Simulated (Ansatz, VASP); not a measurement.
# Cr in two plane-wave programs

One calculation is typed for both programs; each brings its own data sets and cutoff. How far apart do they land? The cell is taken from a series of runs on this material, whose earlier steps may have relaxed or scaled it; both programs get it as it stands.

Program: Ansatz 0.2.0. Level of theory: plane waves, with VASP 6.6.1 beside it; single point at PBEsol. Results are calculated unless marked as measured.

### 1. Starting point

The structure is cubic, space group Im-3m (No. 229). The conventional cell has a = 2.969 Å, b = 2.969 Å, c = 2.969 Å, α = 90.00°, β = 90.00°, γ = 90.00°. Nearest to Cr lie 8 Cr at 2.57 Å.

### 2. Ansatz: single point, PBEsol

Ansatz runs on its default PAW (the set named soft_2) files.

A single point gives forces, pressure and levels at one fixed geometry, so differences don't come from the geometry; what else differs is listed under the comparison.

Input file input.yaml:

```yaml
crystal:
  lattice:
    - [2.9688993551, 0.0, 0.0]
    - [0.0, 2.9688993551, 0.0]
    - [0.0, 0.0, 5.9377987102]
  atoms:
    - { symbol: Cr, position: [0.0, 0.0, 0.0], spin: 2.5 }
    - { symbol: Cr, position: [0.0, 0.0, 0.5], spin: -2.5 }
    - { symbol: Cr, position: [0.5, 0.5, 0.25], spin: 2.5 }
    - { symbol: Cr, position: [0.5, 0.5, 0.75], spin: -2.5 }
magnetization:
  spin_polarized: true
kpoints:
  mp_grid: { grid: [8, 8, 4] }
hamiltonian:
  xc: pbesol
scf:
  occupations: { method: fermi_dirac, width: 0.1 }
  max_iter: 120
  convergence: { dr2_threshold: 1.0e-08 }
output:
  write_density: true
  write_potential: true
  elf: true
  volumetric_format: npy
```

Run with:

```bash
$ ansatz run input.yaml --threads 2 --pin off --max-ram 5120MiB --backend cpu --events-out ev --progress --plain --runs-dir out
```

Numbers of over 12 decimals in the logs are rounded to 6 here.

Log:

```text
Engine: ansatz 0.2.0, aarch64-unknown-linux-gnu
Pseudopotentials: kind: paw
Pseudopotential: Cr, paw, valence charge 14, recommended cutoff 420 eV (normal), Cr.paw.azcp
Functional definition: PBEsol
  exchange = pbesol_x
  correlation = pbesol_c
Crystal: 4 atoms, lattice volume = 52.338 Å³
Basis set: ecut = 420 eV, 983 PW (Γ)
Bands: 40, of which v1, the nominal top of the filled ones, is band 28 counted from 1 (27 counted from 0)
Symmetry: 16 space group operations
Space group: P4/nmm (ITA 129), of the structure as read, at distance tolerance 3.7e-5 Å
Magnetic group: BNS 129.420 (UNI 1080), of the structure as read, at distance tolerance 3.7e-5 Å
k-points: 45 of 256
Non-local potential: Cr, projectors of the file, l = 0: 3, l = 1: 2, l = 2: 3, l = 3: 1
PAW form: soft (Blöchl's): semilocal exchange-correlation on the pseudo side does not see the compensation charge
PAW frozen core: Cr, regenerated for the run's functional, and the local potential with it (the file was generated under x = pbe(κ = 0.804, μ = 0.219515), c = pbe(β = 0.066725))
PAW one-centre angular grid: Cr, 590 points (default); XC on 64 Gauss nodes
Initial density: superposition of atomic densities (chi_scale 0.1, normalization cell)
Starting moments: Σ|m| = 10 μB on 4 of 4 sites
Starting magnetic order: antiferromagnet; a translation exchanges its spin sublattices: spin-degenerate at every k-point
Initial wavefunctions: pseudopotential atomic-orbital guess
Functional: x = pbesol(κ = 0.804, μ = 0.123457), c = pbesol(β = 0.046)
SCF iter   1: F=—  HF=-13407.160827 eV  |F-HF|=—  |Δ(HF+E_count)|=         —  Δρ=2.01e-1 (↑2.01e-1 ↓2.01e-1)  dr2=2.62e1  dr2_m=1.24e1  M=0.000 μB ∫|m|=1.411 μB  β_m=0.30  ethr=3.10e-3  ⟨swp⟩=4.3  Hψ=5421  notcnv=0
Mixer restart at iter 1: flushing history
preconditioner: auto → Kerker (q_TF=auto, 2.759 Å⁻¹)  [metal: Δε(μ)=0.142 eV  Ē_g=5.159 eV  σ=0.100 eV  W_gap=0.30  n_scr=16 (ndim 8)  ℏωp=25.1 eV  f_vac=0.000  D(μ)=1.95/eV (n_scr^D=16)]
spin=Collinear: Kerker preconditioning applied to the charge; magnetization (m = ρ↑ − ρ↓) channel mixes plain (no charge-response kernel on spin).
SCF iter   2: F=—  HF=-13399.331795 eV  |F-HF|=—  |Δ(HF+E_count)|=    7.83e0  Δρ=1.27e-1 (↑1.27e-1 ↓1.27e-1)  dr2=7.75e0  dr2_m=5.83e0  M=0.000 μB ∫|m|=1.453 μB  β_m=0.52  ethr=3.10e-3  ⟨swp⟩=2.3  Hψ=3816  notcnv=0
SCF iter   3: F=—  HF=-13395.963790 eV  |F-HF|=—  |Δ(HF+E_count)|=    3.37e0  Δρ=3.57e-2 (↑3.57e-2 ↓3.57e-2)  dr2=1.85e-1  dr2_m=5.39e-1  M=0.000 μB ∫|m|=0.939 μB  β_m=0.70  ethr=3.10e-3  ⟨swp⟩=2.7  Hψ=3763  notcnv=0
SCF iter   4: F=—  HF=-13395.932933 eV  |F-HF|=—  |Δ(HF+E_count)|=   3.09e-2  Δρ=8.01e-3 (↑8.01e-3 ↓8.01e-3)  dr2=2.47e-2  dr2_m=2.29e-2  M=0.000 μB ∫|m|=0.248 μB  β_m=0.85  ethr=3.30e-4  ⟨swp⟩=2.7  Hψ=3678  notcnv=0
SCF iter   5: F=—  HF=-13395.931145 eV  |F-HF|=—  |Δ(HF+E_count)|=   1.79e-3  Δρ=1.58e-3 (↑1.58e-3 ↓1.58e-3)  dr2=2.21e-3  dr2_m=4.08e-4  M=0.000 μB ∫|m|=0.032 μB  β_m=0.87  ethr=4.41e-5  ⟨swp⟩=2.0  Hψ=2866  notcnv=0
SCF iter   6: F=—  HF=-13395.934635 eV  |F-HF|=—  |Δ(HF+E_count)|=   3.49e-3  Δρ=9.65e-4 (↑9.65e-4 ↓9.65e-4)  dr2=1.01e-3  dr2_m=1.21e-5  M=0.000 μB ∫|m|=0.008 μB  β_m=0.94  ethr=3.94e-6  ⟨swp⟩=2.0  Hψ=3080  notcnv=0
SCF iter   7: F=—  HF=-13395.934756 eV  |F-HF|=—  |Δ(HF+E_count)|=   1.21e-4  Δρ=4.12e-4 (↑4.12e-4 ↓4.12e-4)  dr2=1.01e-5  dr2_m=7.59e-5  M=0.000 μB ∫|m|=0.010 μB  β_m=0.97  ethr=1.81e-6  ⟨swp⟩=3.0  Hψ=3229  notcnv=0
SCF iter   8: F=—  HF=-13395.934749 eV  |F-HF|=—  |Δ(HF+E_count)|=   6.63e-6  Δρ=1.89e-5 (↑1.89e-5 ↓1.89e-5)  dr2=2.09e-7  dr2_m=1.04e-7  M=0.000 μB ∫|m|=0.000 μB  β_m=0.98  ethr=1.81e-8  ⟨swp⟩=2.1  Hψ=3022  notcnv=0
SCF iter   9: F=—  HF=-13395.934749 eV  |F-HF|=—  |Δ(HF+E_count)|=   4.15e-9  Δρ=9.83e-6 (↑9.83e-6 ↓9.83e-6)  dr2=2.22e-9  dr2_m=4.54e-8  M=0.000 μB ∫|m|=0.000 μB  β_m=0.99  ethr=3.74e-10  ⟨swp⟩=2.0  Hψ=2313  notcnv=0
[...]
SCF 1 converged in 11 iterations: F = -13395.934749 eV  dr2 = 4.59e-12
  greatest PAW one-centre occupation: 1.000 electrons in one spin orbital (limit 2), on the Cr atom at site 3 (counted from 0), in its partial waves of l = 0
Symmetry: 8 space group operations
k-points: 45 of 256 (time reversal used)
Initial density: read from a saved state, or passed on in memory by an earlier SCF of this step, an earlier step, the calling program or the single point that the run made first
Starting moments: Σ|m| = 10 μB on 4 of 4 sites; this step starts from the density that it was given
Initial wavefunctions: those read from a saved state, or passed on in memory by an earlier step or the calling program
the translation (0, 0, 0.5) carries every atom to within crystal.symmetry.tolerance of an atom of its element with the starting moment reversed, but both spin channels are solved: the run starts from a saved state that isn't shown to keep it, or this solve from the single point that its walk made first
[...]
SCF iter   1: F=—  HF=-13395.934749 eV  |F-HF|=—  |Δ(HF+E_count)|=         —  Δρ=9.28e-8 (↑9.28e-8 ↓9.28e-8)  dr2=4.56e-12  dr2_m=2.80e-12  M=0.000 μB ∫|m|=0.000 μB  ethr=1.00e-12  ⟨swp⟩=1.0  Hψ=14652  notcnv=0
preconditioner: auto → Kerker (q_TF=auto, 2.759 Å⁻¹)  [metal: Δε(μ)=0.069 eV  Ē_g=4.086 eV  σ=0.100 eV  W_gap=0.17  n_scr=16 (ndim 8)  ℏωp=25.1 eV  f_vac=0.000  D(μ)=3.19/eV (n_scr^D=38)]
spin=Collinear: Kerker preconditioning applied to the charge; magnetization (m = ρ↑ − ρ↓) channel mixes plain (no charge-response kernel on spin).
SCF iter   2: F=—  HF=-13396.139868 eV  |F-HF|=—  |Δ(HF+E_count)|=   2.05e-1  Δρ=4.58e-3 (↑4.58e-3 ↓4.58e-3)  dr2=1.22e-2  dr2_m=5.70e-3  M=-0.000 μB ∫|m|=5.859 μB  ethr=2.24e-6  ⟨swp⟩=1.0  Hψ=15059  notcnv=0
SCF iter   3: F=—  HF=-13396.150401 eV  |F-HF|=—  |Δ(HF+E_count)|=   1.05e-2  Δρ=3.84e-4 (↑3.84e-4 ↓3.84e-4)  dr2=2.14e-4  dr2_m=2.73e-5  M=0.000 μB ∫|m|=6.707 μB  ethr=1.79e-6  ⟨swp⟩=1.0  Hψ=11120  notcnv=0
SCF iter   4: F=—  HF=-13396.150371 eV  |F-HF|=—  |Δ(HF+E_count)|=   3.07e-5  Δρ=4.64e-5 (↑4.64e-5 ↓4.64e-5)  dr2=1.12e-5  dr2_m=1.21e-7  M=0.000 μB ∫|m|=6.702 μB  ethr=8.64e-7  ⟨swp⟩=1.0  Hψ=7560  notcnv=0
SCF iter   5: F=—  HF=-13396.150370 eV  |F-HF|=—  |Δ(HF+E_count)|=   6.29e-7  Δρ=6.82e-6 (↑6.82e-6 ↓6.82e-6)  dr2=7.09e-8  dr2_m=9.02e-10  M=0.000 μB ∫|m|=6.703 μB  ethr=2.16e-8  ⟨swp⟩=1.0  Hψ=7560  notcnv=0
SCF iter   6: F=-13396.150370 eV  HF=-13396.150370 eV  |F-HF|=1.56e-9  |Δ(HF+E_count)|=   1.65e-8  Δρ=7.94e-7 (↑7.94e-7 ↓7.94e-7)  dr2=1.45e-9  dr2_m=4.43e-11  M=0.000 μB ∫|m|=6.703 μB  ethr=1.79e-11  ⟨swp⟩=1.2  Hψ=7796  notcnv=0
SCF iter   7: F=-13396.150370 eV  HF=-13396.150370 eV  |F-HF|=1.54e-9  |Δ(HF+E_count)|=  1.09e-11  Δρ=7.95e-7 (↑7.95e-7 ↓7.95e-7)  dr2=1.44e-9  dr2_m=4.56e-11  M=0.000 μB ∫|m|=6.703 μB  ethr=2.59e-12  ⟨swp⟩=1.0  Hψ=10330  notcnv=0
SCF 2 converged in 7 iterations: F = -13396.150370 eV  dr2 = 1.44e-9
  greatest PAW one-centre occupation: 1.000 electrons in one spin orbital (limit 2), on the Cr atom at site 0 (counted from 0), in its partial waves of l = 0
the translation (0, 0, 0.5) carries every atom to within crystal.symmetry.tolerance of an atom of its element with the starting moment reversed, but both spin channels are solved: the run starts from a saved state that isn't shown to keep it, or this solve from the single point that its walk made first
iter 1 solved again at ethr=2.58e-12 eV; its pass at ethr=3.10e-3 eV (dr2=1.45e-9 eV) is discarded
SCF iter   1: F=—  HF=-13396.150370 eV  |F-HF|=—  |Δ(HF+E_count)|=         —  Δρ=7.95e-7 (↑7.95e-7 ↓7.95e-7)  dr2=1.44e-9  dr2_m=4.55e-11  M=0.000 μB ∫|m|=6.703 μB  β_m=0.30  ethr=2.58e-12  ⟨swp⟩=1.0  Hψ=10733  notcnv=0
preconditioner: auto → Kerker (q_TF=auto, 2.759 Å⁻¹)  [metal: Δε(μ)=0.135 eV  Ē_g=4.368 eV  σ=0.100 eV  W_gap=0.30  n_scr=16 (ndim 8)  ℏωp=25.1 eV  f_vac=0.000  D(μ)=1.33/eV (n_scr^D=8)]
spin=Collinear: Kerker preconditioning applied to the charge; magnetization (m = ρ↑ − ρ↓) channel mixes plain (no charge-response kernel on spin).
SCF iter   2: F=-13396.150370 eV  HF=-13396.150370 eV  |F-HF|=1.75e-10  |Δ(HF+E_count)|=  2.53e-10  Δρ=3.45e-7 (↑3.45e-7 ↓3.45e-7)  dr2=1.68e-10  dr2_m=1.73e-11  M=-0.000 μB ∫|m|=6.703 μB  ethr=2.57e-12  ⟨swp⟩=2.0  Hψ=6394  notcnv=0
SCF 3 converged in 2 iterations: F = -13396.150370 eV  dr2 = 1.68e-10
SCF converged after 2 iterations
Magnetization: -0.0000 μB (28.0000 up, 28.0000 down)
Absolute magnetization: 6.7027 μB (∫|ρ↑−ρ↓|, with the PAW one-centre terms)
Spin contamination: 1.8099 ħ² per cell (⟨S²⟩ above its minimum at these occupations)
Per-site moments (μB) at R_I (Å): [(-1.568424, 1.060596), (-1.568421, 1.060596), (1.568421, 1.060596), (1.568424, 1.060596)]
Free energy (F): -13396.150370 eV
Harris-Foulkes:  -13396.150370 eV  (|F-HF|=1.75e-10)
Internal energy: -13396.104198 eV  (E = F + TS)
E sigma→0 (E₀):  -13396.127284 eV
Entropy (-TS):   -0.046172 eV (-11.543 meV/atom)
Fermi energy:    16.682080 eV
--- Per-component energies (eV) ---
  E_band       = -715.633749
  E_kinetic    = 1362.403580
  E_local      = -5143.397905  (includes V_loc(G=0)·N_el)
  E_nonlocal   = 321.016711
  E_hartree    = 2202.668789
  E_xc         = -551.967605
  E_vxc        = -706.944088  (∫ρ·V_xc dr)
  E_paw        = -4668.325953  (= ΣΔE_a)
  E_vpaw       = -954.051512  (= ΣTr[D̂ρ^β])
  E_aug_tail   = 0.001199  (compensation charges beyond the density's cutoff)
  E_ewald      = -6919.143011
  E_core_change = 0.639998  (= ΣΔE_core)
  E_smearing   = -0.046172  (= −TS)
  E_closure    = 0.000000  (closes the sum)
  Σ components = -13396.150370   (vs F -13396.150370, Δ=0.00e0)
--- Band table (eV; the first three rows and the last of 90) ---
  k-point 0 ↑: bands = [... 24 lower, 15.8529, 15.8529, 15.8529, 15.8755, 16.6350, 17.1961, 17.1961, 17.8625, ... 8 higher]
  k-point 1 ↑: bands = [... 24 lower, 15.8255, 15.8255, 15.9389, 16.3876, 16.4743, 17.4484, 17.4484, 17.6689, ... 8 higher]
  k-point 2 ↑: bands = [... 24 lower, 15.7748, 15.7748, 16.1743, 16.1743, 17.1307, 17.1307, 18.0812, 18.0812, ... 8 higher]
  k-point 44 ↓: bands = [... 24 lower, 15.9907, 15.9907, 15.9907, 15.9907, 17.4002, 17.4002, 17.6009, 17.6009, ... 8 higher]
```

The column dr2 measures how far the density is from self-consistency, as an energy; F and HF (Harris–Foulkes) agree once it is small.

(Part 1 of 2 ends here.)

[Lines on the potential files, build, host, timing and source positions are cut from VASP's logs without a mark.]

[Logs are printed without paths, hosts, clocks, repeated set-up lines and the standing remarks that a program may print on its own settings, such as how far it seeks lower states.]

[Hosts, paths, dates, database ids (printed as entryN), source tags and the programs' standing remarks are cut or masked in the printed files.]
